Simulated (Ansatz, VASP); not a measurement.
## Ni in two plane-wave programs

Wanted: the spread between two codes on one cell, functional and k mesh. Of the first pair: The structure shown is frame 125 of Ansatz's trajectory.

Program: Ansatz 0.2.0. Level of theory: plane waves, with VASP 6.6.1 beside it; single point at PBE. Results are calculated unless marked as measured.

## 1. The structure

The cell holds 76 atoms: 76 Ni. Cell: a = 9.825 Å, b = 9.825 Å, c = 9.825 Å, α = 90.0°, β = 90.0°, γ = 90.0°. As first built, before any earlier steps moved the atoms (in the runner's words): 76 atoms (76 Ni) placed at random at 7.81 g/cm^3, melted at 2482.2 K for 5 ps at fixed volume with the EAM universal-3 functions (Foiles, Baskes and Daw, Phys. Rev. B 33, 7983 (1986)). Snapshot at the end of a hold of 8 ps at 1773 K and fixed volume.

## 2. Ansatz: dynamics, PBE

Ansatz runs on its default PAW (the set named soft_2) files.

One frame of this run of dynamics is then solved in both programs, so the motion causes no difference.

input.yaml

```yaml
crystal:
  lattice:
    - [9.825, 0.0, 0.0]
    - [0.0, 9.825, 0.0]
    - [0.0, 0.0, 9.825]
  atoms:
    - { symbol: Ni, position: [0.6608, 0.52108, 0.51356] }
    - { symbol: Ni, position: [0.86122, 0.69696, 0.5557] }
    - { symbol: Ni, position: [0.98331, 0.90544, 0.94125] }
    - { symbol: Ni, position: [0.48406, 0.58154, 0.65143] }
    - { symbol: Ni, position: [0.37394, 0.89089, 0.03952] }
    - { symbol: Ni, position: [0.30907, 0.58528, 0.41487] }
    - { symbol: Ni, position: [0.71152, 0.9295, 0.51598] }
    - { symbol: Ni, position: [0.02756, 0.50579, 0.53469] }
    - { symbol: Ni, position: [0.69649, 0.22295, 0.49704] }
    - { symbol: Ni, position: [0.55934, 0.53782, 0.89698] }
    - { symbol: Ni, position: [0.3319, 0.39676, 0.21696] }
    - { symbol: Ni, position: [0.98719, 0.55324, 0.93747] }
    - { symbol: Ni, position: [0.50966, 0.04523, 0.47642] }
    - { symbol: Ni, position: [0.0693, 0.90602, 0.5845] }
    - { symbol: Ni, position: [0.34477, 0.00936, 0.22695] }
    - { symbol: Ni, position: [0.574, 0.55598, 0.29169] }
    - { symbol: Ni, position: [0.78666, 0.88325, 0.08428] }
    - { symbol: Ni, position: [0.30014, 0.01502, 0.60834] }
    - { symbol: Ni, position: [0.77297, 0.35647, 0.91252] }
    - { symbol: Ni, position: [0.07575, 0.09436, 0.74736] }
    - { symbol: Ni, position: [0.39019, 0.09322, 0.83722] }
    - { symbol: Ni, position: [0.63102, 0.37192, 0.70322] }
    - { symbol: Ni, position: [0.92333, 0.07465, 0.50608] }
    - { symbol: Ni, position: [0.92185, 0.39052, 0.13665] }
    - { symbol: Ni, position: [0.81402, 0.56005, 0.74577] }
    - { symbol: Ni, position: [0.5823, 0.90344, 0.89088] }
    - { symbol: Ni, position: [0.53727, 0.16429, 0.26546] }
    - { symbol: Ni, position: [0.71805, 0.3952, 0.32977] }
    - { symbol: Ni, position: [0.84826, 0.98416, 0.72475] }
    - { symbol: Ni, position: [0.33413, 0.88087, 0.42339] }
    - { symbol: Ni, position: [0.86685, 0.33027, 0.60439] }
    - { symbol: Ni, position: [0.92654, 0.53146, 0.34677] }
    - { symbol: Ni, position: [0.78027, 0.0873, 0.9555] }
    - { symbol: Ni, position: [0.12884, 0.39114, 0.37444] }
    - { symbol: Ni, position: [0.04487, 0.37185, 0.77962] }
    - { symbol: Ni, position: [0.15287, 0.38807, 0.01251] }
    - { symbol: Ni, position: [0.75701, 0.69547, 0.90489] }
    - { symbol: Ni, position: [0.12989, 0.54878, 0.17264] }
    - { symbol: Ni, position: [0.25572, 0.89496, 0.77704] }
    - { symbol: Ni, position: [0.75902, 0.0364, 0.29737] }
    - { symbol: Ni, position: [0.20456, 0.01595, 0.96089] }
    - { symbol: Ni, position: [0.25237, 0.45617, 0.59835] }
    - { symbol: Ni, position: [0.76376, 0.23611, 0.13474] }
    - { symbol: Ni, position: [0.08138, 0.24981, 0.56375] }
    - { symbol: Ni, position: [0.59005, 0.03924, 0.07386] }
    - { symbol: Ni, position: [0.1496, 0.22973, 0.22445] }
    - { symbol: Ni, position: [0.99276, 0.06999, 0.17271] }
    - { symbol: Ni, position: [0.28957, 0.17137, 0.4139] }
    - { symbol: Ni, position: [0.4643, 0.87252, 0.67516] }
    - { symbol: Ni, position: [0.97459, 0.23345, 0.95208] }
    - { symbol: Ni, position: [0.42441, 0.72323, 0.85537] }
    - { symbol: Ni, position: [0.14131, 0.9894, 0.36313] }
    - { symbol: Ni, position: [0.94416, 0.70971, 0.13365] }
    - { symbol: Ni, position: [0.16736, 0.73836, 0.94148] }
    - { symbol: Ni, position: [0.91146, 0.90095, 0.31495] }
    - { symbol: Ni, position: [0.55653, 0.37823, 0.14195] }
    - { symbol: Ni, position: [0.52847, 0.72314, 0.47469] }
    - { symbol: Ni, position: [0.94272, 0.24551, 0.34111] }
    - { symbol: Ni, position: [0.00926, 0.76001, 0.76421] }
    - { symbol: Ni, position: [0.66986, 0.76574, 0.70093] }
    - { symbol: Ni, position: [0.54872, 0.26246, 0.91474] }
    - { symbol: Ni, position: [0.16513, 0.85259, 0.14214] }
    - { symbol: Ni, position: [0.41003, 0.26882, 0.65276] }
    - { symbol: Ni, position: [0.32805, 0.48046, 0.83102] }
    - { symbol: Ni, position: [0.3587, 0.20704, 0.06912] }
    - { symbol: Ni, position: [0.08249, 0.73683, 0.38846] }
    - { symbol: Ni, position: [0.62287, 0.10002, 0.72099] }
    - { symbol: Ni, position: [0.24718, 0.70299, 0.63356] }
    - { symbol: Ni, position: [0.24433, 0.24605, 0.85586] }
    - { symbol: Ni, position: [0.58236, 0.74501, 0.07458] }
    - { symbol: Ni, position: [0.71174, 0.53024, 0.09585] }
    - { symbol: Ni, position: [0.7269, 0.72048, 0.30998] }
    - { symbol: Ni, position: [0.37858, 0.59154, 0.047] }
    - { symbol: Ni, position: [0.49855, 0.35383, 0.43132] }
    - { symbol: Ni, position: [0.54821, 0.89079, 0.27909] }
    - { symbol: Ni, position: [0.38142, 0.74263, 0.21613] }
kpoints:
  mp_grid: { grid: [1, 1, 1] }
hamiltonian:
  xc: pbe
scf:
  occupations: { method: fermi_dirac, width: 0.153 }
output:
  forces: true
  stress: true
md:
  timestep: 4.0
  n_steps: 375
  ensemble: nvt_nose_hoover
  temperature: 1773
  initial_velocities: maxwell_boltzmann
  seed: 7
```

The run is started by

```bash
ansatz run input.yaml --threads 8 --pin off --max-ram 15360MiB --backend cpu --events-out ev --progress --plain --runs-dir out
```

Numbers of over 12 decimals in the logs are rounded to 6 here.

The program printed:

```text
Warning: md: disabling space-group detection — thermal motion breaks the input geometry's symmetry, so no spatial operation reduces the k-mesh or symmetrises the density; time reversal is kept, so that k and −k are solved as one point where they differ and the mesh holds both, and exact exchange and, on two spinor components, a DFT+U term hold to it where the run has them: on two components no moment then forms, and  [...]
Warning: output.stress: scf.convergence.dr2_threshold = 7.6e-8 eV (the default of an md: trajectory) is looser than the 7.6e-9 eV advised for a printed stress (1e-10 eV for each atom of the cell: 76). What an SCF threshold leaves in a stress goes as its square root, and in the free energy as the threshold itself, and one threshold admits the most on a small cell: [figures from the program's tests cut] Set scf.converg [...]
band count auto-derived: 832 (N_el = 1368.0; filled up to band 684; 821 by the electrons, moments and atoms)
Engine: ansatz 0.2.0, aarch64-unknown-linux-gnu
Pseudopotentials: kind: paw
Pseudopotential: Ni, paw, valence charge 18, recommended cutoff 420 eV (normal), Ni.paw.azcp
Functional definition: PBE
  parameter kappa = 0.804
  parameter beta = 0.066725
  exchange = pbe_x(kappa = kappa, mu = beta*pi^2/3)
  correlation = pbe_c(beta = beta)
Crystal: 76 atoms, lattice volume = 948.413 Å³
Basis set: ecut = 420 eV, 18613 PW (Γ), exchange–correlation on 144×144×144 points (8 copies of the dense FFT grid, shifted against one another)
Bands: 832, of which v1, the nominal top of the filled ones, is band 684 counted from 1 (683 counted from 0)
Symmetry: 1 space group operations
k-points: 1
Non-local potential: Ni, projectors of the file, l = 0: 3, l = 1: 2, l = 2: 3, l = 3: 1
PAW form: soft (Blöchl's): semilocal exchange-correlation on the pseudo side does not see the compensation charge
PAW one-centre angular grid: Ni, 590 points (default); XC on 64 Gauss nodes
Initial density: superposition of atomic densities (neutral atoms: chi_scale 0, normalization atom), corrected by the library's trained network
Initial wavefunctions: pseudopotential atomic-orbital guess
Functional: x = pbe(κ = 0.804, μ = 0.219515), c = pbe(β = 0.066725)
SCF iter   1: F=—  HF=-443794.955512 eV  |F-HF|=—  |Δ(HF+E_count)|=         —  Δρ=1.33e-2  dr2=2.06e0  ethr=1.77e-3  ⟨swp⟩=4.0  Hψ=2405  notcnv=0  defer=64
preconditioner: auto → Kerker (q_TF=auto, 2.900 Å⁻¹)  [metal: Δε(μ)=0.007 eV  Ē_g=7.222 eV  σ=0.153 eV  W_gap=0.01  n_scr=388 (ndim 8)  ℏωp=33.2 eV  f_vac=0.003  D(μ)=195.20/eV (n_scr^D=3742)]
SCF iter   2: F=—  HF=-443794.913625 eV  |F-HF|=—  |Δ(HF+E_count)|=   4.19e-2  Δρ=5.70e-3  dr2=5.11e-1  ethr=1.50e-4  ⟨swp⟩=1.0  Hψ=957  notcnv=0  defer=65
SCF iter   3: F=—  HF=-443794.905128 eV  |F-HF|=—  |Δ(HF+E_count)|=   8.50e-3  Δρ=1.23e-3  dr2=4.20e-2  ethr=3.74e-5  ⟨swp⟩=1.0  Hψ=765  notcnv=0  defer=65
SCF iter   4: F=—  HF=-443794.903513 eV  |F-HF|=—  |Δ(HF+E_count)|=   1.61e-3  Δρ=2.86e-4  dr2=3.35e-3  ethr=3.07e-6  ⟨swp⟩=2.0  Hψ=841  notcnv=0  defer=65
SCF iter   5: F=—  HF=-443794.903375 eV  |F-HF|=—  |Δ(HF+E_count)|=   1.38e-4  Δρ=1.49e-4  dr2=3.41e-4  ethr=2.45e-7  ⟨swp⟩=1.0  Hψ=765  notcnv=0  defer=65
SCF iter   6: F=—  HF=-443794.903291 eV  |F-HF|=—  |Δ(HF+E_count)|=   8.38e-5  Δρ=5.58e-5  dr2=4.82e-5  ethr=2.49e-8  ⟨swp⟩=3.0  Hψ=1293  notcnv=0  defer=65
SCF iter   7: F=—  HF=-443794.905262 eV  |F-HF|=—  |Δ(HF+E_count)|=   1.97e-3  Δρ=3.16e-5  dr2=2.04e-5  ethr=3.52e-9  ⟨swp⟩=2.0  Hψ=1456  notcnv=0  defer=65
SCF iter   8: F=—  HF=-443794.905261 eV  |F-HF|=—  |Δ(HF+E_count)|=   6.99e-7  Δρ=1.50e-5  dr2=1.59e-6  ethr=1.49e-9  ⟨swp⟩=1.0  Hψ=765  notcnv=0  defer=65
SCF iter   9: F=—  HF=-443794.905261 eV  |F-HF|=—  |Δ(HF+E_count)|=   9.61e-8  Δρ=6.03e-6  dr2=4.93e-7  ethr=1.16e-10  ⟨swp⟩=2.0  Hψ=766  notcnv=0  defer=65
SCF iter  10: F=-443794.905261 eV  HF=-443794.905261 eV  |F-HF|=2.86e-8  |Δ(HF+E_count)|=   1.24e-8  Δρ=2.55e-6  dr2=3.44e-8  ethr=5.56e-12  ⟨swp⟩=3.0  Hψ=2376  notcnv=0
[...]
md step   366: t =  1464.00 fs  T =  1728.3 K  F+E_penalty+E_count = -443786.24681796 eV  E_kin = 16.754558 eV  conserved = -443777.67297131 eV  P_inst = 1.8230 GPa  (7 SCF iters)
md step   367: t =  1468.00 fs  T =  1782.0 K  F+E_penalty+E_count = -443786.86263705 eV  E_kin = 17.275450 eV  conserved = -443777.68171332 eV  P_inst = 1.5537 GPa  (7 SCF iters)
md step   368: t =  1472.00 fs  T =  1876.7 K  F+E_penalty+E_count = -443787.88936246 eV  E_kin = 18.193773 eV  conserved = -443777.70018357 eV  P_inst = 1.0969 GPa  (7 SCF iters)
md step   369: t =  1476.00 fs  T =  1983.2 K  F+E_penalty+E_count = -443789.03824437 eV  E_kin = 19.225789 eV  conserved = -443777.71896007 eV  P_inst = 0.5555 GPa  (7 SCF iters)
md step   370: t =  1480.00 fs  T =  2070.7 K  F+E_penalty+E_count = -443790.00858147 eV  E_kin = 20.074202 eV  conserved = -443777.73087142 eV  P_inst = 0.0461 GPa  (10 SCF iters)
md step   371: t =  1484.00 fs  T =  2118.3 K  F+E_penalty+E_count = -443790.59767842 eV  E_kin = 20.535502 eV  conserved = -443777.73471977 eV  P_inst = -0.3399 GPa  (7 SCF iters)
md step   372: t =  1488.00 fs  T =  2118.0 K  F+E_penalty+E_count = -443790.72980194 eV  E_kin = 20.532920 eV  conserved = -443777.73207828 eV  P_inst = -0.5545 GPa  (8 SCF iters)
md step   373: t =  1492.00 fs  T =  2073.7 K  F+E_penalty+E_count = -443790.43979224 eV  E_kin = 20.103005 eV  conserved = -443777.72436970 eV  P_inst = -0.5932 GPa  (7 SCF iters)
md step   374: t =  1496.00 fs  T =  1998.1 K  F+E_penalty+E_count = -443789.85010999 eV  E_kin = 19.371002 eV  conserved = -443777.71366412 eV  P_inst = -0.4874 GPa  (7 SCF iters)
[...]
md step   375: t =  1500.00 fs  T =  1909.2 K  F+E_penalty+E_count = -443789.13225817 eV  E_kin = 18.508665 eV  conserved = -443777.70483909 eV  P_inst = -0.2891 GPa  (10 SCF iters)
SCF converged after 10 iterations
Free energy (F): -443789.132258 eV
Harris-Foulkes:  -443789.132258 eV  (|F-HF|=5.05e-8)
Internal energy: -443775.510875 eV  (E = F + TS)
E sigma→0 (E₀):  -443782.321567 eV
Entropy (-TS):   -13.621383 eV (-179.229 meV/atom)
Fermi energy:    15.199022 eV
--- Per-component energies (eV) ---
  E_band       = -25266.897780
  E_kinetic    = 21426.075674
  E_local      = -290990.220330  (includes V_loc(G=0)·N_el)
  E_nonlocal   = 48505.039428
  E_hartree    = 122109.583302
  E_xc         = -6378.041472
  E_vxc        = -8219.349871  (∫ρ·V_xc dr)
  E_paw        = -124014.806337  (= ΣΔE_a)
  E_vpaw       = -40207.681508  (= ΣTr[D̂ρ^β])
  E_aug_tail   = 0.038162  (compensation charges beyond the density's cutoff)
  E_ewald      = -214433.179302
  E_smearing   = -13.621383  (= −TS)
  E_closure    = -0.000000  (closes the sum)
  Σ components = -443789.132258   (vs F -443789.132258, Δ=0.00e0)
--- Forces (eV/Å), atoms counted from 1 ---
  atom   1  Ni     2.96327473    -0.39239425    -1.05087401
  atom   2  Ni     0.08900914     1.09283387    -0.02033253
  atom   3  Ni     1.73245385    -1.16882094    -0.52478310
  atom   4  Ni    -0.00096719     0.68419394    -0.42770897
  atom   5  Ni     0.14856500    -0.80964476    -0.62250011
  atom   6  Ni    -0.10840225     0.99141079    -0.96526602
  atom   7  Ni     0.21701552    -0.45895452    -0.34432801
  atom   8  Ni     0.10038446    -1.10244615    -1.49183190
  atom   9  Ni    -0.97434106     0.32026853    -1.35457600
  atom  10  Ni    -0.09038706    -0.36392082     0.06884940
  atom  11  Ni    -1.00277917    -0.41524790     0.70675443
  atom  12  Ni    -0.56824725     0.45012619    -0.58363757
  atom  13  Ni     0.64152623     1.65277892     2.73260573
  atom  14  Ni    -0.24274768    -1.68624290    -0.81740061
  atom  15  Ni     1.00340319     1.80748535    -0.29960449
  atom  16  Ni    -0.06312497    -0.04743039     0.48713857
  atom  17  Ni     1.34827805     0.47881390    -0.09979946
  atom  18  Ni     1.16686357    -2.03014595    -0.36315645
  atom  19  Ni     0.08224429     0.21252994    -0.15436834
  atom  20  Ni    -0.43358099     0.37809766     0.92942053
  atom  21  Ni    -1.15741599    -0.01956925     0.84352815
  atom  22  Ni    -0.17261789    -1.14924353    -0.65547732
  atom  23  Ni     1.29960300     1.29960413     0.72559035
  atom  24  Ni    -0.15877318    -0.21903570    -0.42400581
[...]
atom  69  Ni    -0.42682781     1.38714583     0.37631963
  atom  70  Ni    -2.01801857    -0.44515751     0.68722478
  atom  71  Ni    -0.13404875    -0.59541066    -0.96850595
  atom  72  Ni    -0.27930148     1.39887256     0.83018665
  atom  73  Ni     0.60214752     0.64171871    -1.25118379
  atom  74  Ni     1.84408929    -1.04940652    -0.24963276
  atom  75  Ni     2.16875247    -2.53077865    -0.17222506
  atom  76  Ni    -0.28061353     0.05754879    -0.56437809
  max |Σ_I F_I| component: 1.38e-5 eV/Å
--- Stress (GPa, compression-positive) ---
       -1.748517      -1.377833      -0.857490
       -1.377833      -1.221661       0.359890
       -0.857490       0.359890      -4.234041
  P = ⅓ Tr σ = -2.4014 GPa (-24.014 kbar)
--- MD trajectory: 375 steps, t = 0.0 → 1500.0 fs ---
  final state: T = 1909.2 K   F+E_penalty+E_count = -443789.13225817 eV   E_kin = 18.508665 eV
  conserved energy: peak-to-peak 6.434e-2 eV (8.466e-4 eV/atom) over 1500.0 fs
```

## 3. VASP: single point, PBE, pair 1

The same cell, functional, mesh and smearing now go to VASP, with its own data sets.

Lines of VASP's logs that name or quote its potential files are left out, and so is its time.

INCAR

```
SYSTEM = Ni
PREC = Accurate
ENCUT = 520
EDIFF = 1E-06
NELM = 120
ISMEAR = -1
SIGMA = 0.153
LREAL = Auto
ALGO = Normal
GGA = PE
NBANDS = 440
LASPH = .TRUE.
LORBIT = 11
LWAVE = .FALSE.
LCHARG = .FALSE.
ISIF = 2
GGA_COMPAT = .FALSE.
NCORE = 2
```

POSCAR

```
Ni
1.0
    9.8250000000      0.0000000000      0.0000000000
    0.0000000000      9.8250000000      0.0000000000
    0.0000000000      0.0000000000      9.8250000000
Ni
76
Direct
    0.7690585242      0.5514707379      0.4386055980
    0.8832366412      0.7170483461      0.5528854962
    0.0752569975      0.8817709924      0.9850585242
    0.4442849873      0.6156946565      0.6887226463
    0.3477557252      0.9119694656      0.0010687023
    0.3627786260      0.5851094148      0.4174249364
    0.7201628499      0.9337608142      0.5316946565
    0.9955318066      0.4848549618      0.6028600509
    0.6670737913      0.2026055980      0.5350534351
    0.5954503817      0.6089363868      0.9097201018
    0.3885801527      0.4098117048      0.2710025445
    0.9947175573      0.5608549618      0.9712162850
    0.5205190840      0.0223104326      0.4550839695
    0.0722544529      0.8461984733      0.5963765903
    0.3187684478      0.0725496183      0.2560407125
    0.5849058524      0.5584427481      0.2688549618
    0.7972620865      0.9274809160      0.1064529262
    0.2759491094      0.0597455471      0.6006819338
    0.7408549618      0.3680508906      0.9253536896
    0.0456895674      0.0573231552      0.7808549618
    0.3944834606      0.0971704835      0.8583613232
    0.6261577608      0.4386463104      0.7433282443
    0.9436641221      0.0444885496      0.5803867684
    0.9215470738      0.3160508906      0.0738931298
    0.8353893130      0.5371908397      0.7817099237
    0.6413638677      0.9286106870      0.8650076336
    0.5121017812      0.1903511450      0.2955318066
    0.7454351145      0.3454452926      0.2976895674
    0.8761017812      0.8715623410      0.7550127226
    0.3242748092      0.8247022901      0.3300050891
    0.8031246819      0.3675419847      0.5985547074
    0.9438575064      0.4622900763      0.2268804071
    0.6408549618      0.1587989822      0.7998269720
    0.1575267176      0.4146666667      0.4250890585
    0.0419134860      0.3377709924      0.7705954198
    0.1674605598      0.4184020356      0.0017302799
    0.8195521628      0.7473994911      0.9384834606
    0.1886310433      0.5404376590      0.2173944020
    0.2273384224      0.8664936387      0.8153486005
    0.7491399491      0.0645597964      0.3235216285
    0.1981781170      0.0890076336      0.9998880407
    0.3166412214      0.4099338422      0.5901272265
    0.7667379135      0.1813129771      0.1337506361
    0.1005089059      0.2391246819      0.5658727735
    0.5213638677      0.1497811705      0.0648142494
    0.1584122137      0.2745750636      0.2419541985
    0.9743511450      0.0754300254      0.2204173028
    0.3091908397      0.2277659033      0.4274402036
    0.3266870229      0.8154809160      0.5755114504
    0.8470839695      0.1411501272      0.9080712468
    0.4510330789      0.8191653944      0.7752773537
    0.1232773537      0.9988193384      0.4062900763
    0.9533435115      0.6993994911      0.1518778626
    0.2050483461      0.6666055980      0.9962544529
    0.9322442748      0.8802442748      0.3909516539
    0.5954096692      0.3697302799      0.0965292621
    0.5742798982      0.7591755725      0.4499949109
    0.9575470738      0.2511653944      0.3609567430
    0.0524681934      0.6791552163      0.7841933842
    0.6778422392      0.7093638677      0.7049160305
    0.4483256997      0.3668396947      0.8677557252
    0.1485292621      0.8680305344      0.1869720102
    0.4635623410      0.2195623410      0.6477862595
    0.2047226463      0.5170483461      0.8024122137
    0.3221068702      0.2598575064      0.0863918575
    0.0321424936      0.6820458015      0.3592162850
    0.5255267176      0.9807022901      0.6717964377
    0.1995012723      0.6326615776      0.6126615776
    0.2193587786      0.2389312977      0.8465038168
    0.6120000000      0.7875318066      0.0823206107
    0.7677353690      0.5502595420      0.0957455471
    0.7385954198      0.7443053435      0.2904427481
    0.4127022901      0.5071348601      0.0697404580
    0.5632366412      0.3969872774      0.4695877863
    0.5479185751      0.9601017812      0.2509414758
    0.4080610687      0.7304325700      0.1211094148
```

KPOINTS

```
Automatic mesh
0
Gamma
1 1 1
0 0 0
```

PAW data sets: Ni (PBE family, release 64).

The run is started by

```bash
mpirun -np 8 vasp_gam
```

The program printed:

```text
[banner, memory and clock lines left out]
running    8 mpi-ranks, on    1 nodes
[...]
LDA part: xc-table for (Slater+PW92), standard interpolation
 POSCAR, INCAR and KPOINTS ok, starting setup
[...]
entering main loop
       N       E                     dE             d eps       ncg     rms          rms(c)
DAV:   1     0.811104397644E+04    0.81110E+04   -0.36351E+05   880   0.279E+03
DAV:   2     0.642095652222E+03   -0.74689E+04   -0.72834E+04   880   0.606E+02
DAV:   3    -0.362572385720E+03   -0.10047E+04   -0.89472E+03   880   0.234E+02
DAV:   4    -0.450525508555E+03   -0.87953E+02   -0.77218E+02   912   0.702E+01
[...]
DAV:  43    -0.388009546798E+03    0.16199E-04   -0.22779E-05  1168   0.410E-02    0.460E-02
DAV:  44    -0.388009544319E+03    0.24791E-05   -0.99735E-06   920   0.250E-02    0.385E-02
DAV:  45    -0.388009543664E+03    0.65590E-06   -0.68592E-06   840   0.211E-02
   1 F= -.38800954E+03 E0= -.38085723E+03  d E =-.143046E+02
```

From OUTCAR (step 3):

```text
  FREE ENERGIE OF THE ION-ELECTRON SYSTEM (eV)
  ---------------------------------------------------
  free  energy   TOTEN  =      -388.0095436635 eV

  energy  without entropy=     -373.7049067897  energy(sigma->0) =     -380.85722523

[... 1 further part left out ...]
```

This run has no spin polarisation, so a moment on Ni, if there is one, isn't seen.

(Part 1 of 3 ends here.)

[Lines on the potential files, build, host, timing and source positions are cut from VASP's logs without a mark.]

[Logs are printed without paths, hosts, clocks, repeated set-up lines and the standing remarks that a program may print on its own settings, such as how far it seeks lower states.]

[Hosts, paths, dates, database ids (printed as entryN), source tags and the programs' standing remarks are cut or masked in the printed files.]
